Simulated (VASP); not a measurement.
Level of theory: r2SCAN meta-GGA, VASP's PBE PAW potentials (set 64) (plane waves; VASP 6.6.1).

A VASP calculation is set up with these files.

### POSCAR
```
SnPbSe2
1
    2.1556623089     1.2445727040     7.0419431359
   -2.1556623089     1.2445727040     7.0419431359
    0.0000000000    -2.4891444097     7.0419431361
Sn Pb Se
1 1 2
Direct
  0.5000000000   0.5000000000   0.5000000000
  0.0000000000   0.0000000000   0.0000000000
  0.7526274562   0.7526274562   0.7526274562
  0.2473725438   0.2473725438   0.2473725438
```

KPOINTS:
```
Automatic mesh
0
Gamma
6 6 6
0 0 0
```

**INCAR**
```
# general
SYSTEM   =  SnPbSe2
PREC     =  Accurate
ENCUT    =  400
LREAL    =  F
LASPH    =  T

# electronic loop
EDIFF    =  1E-6
NELM     =  100
ALGO     =  Normal
LMAXMIX  =  4
LMIXTAU  =  T

# smearing
ISMEAR   =  0
SIGMA    =  0.05

# functional
METAGGA  =  R2SCAN

# ions
IBRION   =  2
NSW      =  60
ISIF     =  3
EDIFFG   =  -0.02

# output
LWAVE    =  F
LCHARG   =  F
```

POTCAR, in this order: Sn_d Pb_d Se (PBE.64 set). Program: vasp_std.

Unless said otherwise, spin-orbit coupling is left out, though it shifts the bands of the heavy elements here.

**Question.** What does the run give for the energy per atom (σ→0), band gap (on the k-mesh)?

**Answer.** 
```
Quantity                            Value
------------------------  ---------------
energy per atom (σ→0)     -27.948 eV/atom
band gap (on the k-mesh)          0.09 eV
```

**OSZICAR**
```
...
DAV:  16    -0.111789953357E+03   -0.12753E-02   -0.31020E-03  2072   0.371E-01    0.132E-01
DAV:  17    -0.111790612222E+03   -0.65887E-03   -0.40435E-04  1616   0.147E-01    0.676E-02
DAV:  18    -0.111790660939E+03   -0.48717E-04   -0.30582E-04  2056   0.110E-01    0.260E-02
DAV:  19    -0.111790600989E+03    0.59950E-04   -0.28185E-04  1888   0.112E-01    0.172E-02
DAV:  20    -0.111790672058E+03   -0.71069E-04   -0.90762E-05  1632   0.687E-02    0.427E-03
DAV:  21    -0.111790675512E+03   -0.34542E-05   -0.12056E-05  1968   0.232E-02    0.357E-03
DAV:  22    -0.111790675801E+03   -0.28890E-06   -0.44883E-07  1064   0.755E-03
   1 F= -.11179068E+03 E0= -.11179047E+03  d E =-.111791E+03
```

The structure comes from a computed database's SnPbSe2 entry (R-3m); how it stands against other phases isn't given here. It was relaxed first. The start is the result of an earlier pass.
